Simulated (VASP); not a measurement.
A run of VASP 6.6.1 is set up as follows.

File INCAR:

```
PREC = Accurate
ENCUT = 520
EDIFF = 1E-7
ISMEAR = -1
SIGMA = 0.05
LREAL = F
LASPH = T
NELM = 60
ALGO = Normal
ISIF = 2
LWAVE = F
LCHARG = F
GGA = PE
NBANDS = 31
```

KPOINTS

```
regular mesh
0
Gamma
  7 7 7
```

POSCAR

```
In3F
1.0
   -2.9009600000      2.9009600000      2.9009600000
    2.9009600000     -2.9009600000      2.9009600000
    2.9009600000      2.9009600000     -2.9009600000
In F
3 1
Direct
    0.0000000000      0.5000000000      0.5000000000
    0.5000000000      0.0000000000      0.5000000000
    0.5000000000      0.5000000000      0.0000000000
    0.0000000000      0.0000000000      0.0000000000
```

Potentials or basis: VASP PAW PBE potentials, release 64 (In_d, F).

Command:

```console
$ cat potpaw_PBE.64/In_d/POTCAR potpaw_PBE.64/F/POTCAR > POTCAR
$ mpirun -np 1 vasp_std > vasp.out
```

Q: Predict the band gap on the k mesh.

A: None (metal or under the smearing width).

Q: What does it give for the pressure?

A: -0.1 GPa.
